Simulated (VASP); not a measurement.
Here is the system:

```yaml
crystal:
  lattice:
    - [0.00000, 2.10868, 2.10868]
    - [2.10868, 0.00000, 2.10868]
    - [2.10868, 2.10868, 0.00000]
  atoms:
    - { symbol: Ti, position: [0.00000, 0.00000, 0.00000] }
    - { symbol: N, position: [0.50000, 0.50000, 0.50000] }
```

Level of theory: vdW-DF-cx, VASP's PBE PAW potentials (set 64) (plane waves; VASP). Run with 520 eV cut-off, Gaussian smearing of 0.050 eV, potentials Ti_sv N.

**Question.** Predict the band gap (along the path) with the smallest direct gap where there is one.

**Answer.** 
| Item | Value |
|---|---|
| band gap (along the path) | none (metal, semimetal or under 0.01 eV) |

The absolute energy has meaning only against runs of the same code, potentials and settings.

The compound is TiN in the rock salt structure. It was relaxed first. The electron count is odd and the run is not spin-polarised, which forces a metal.
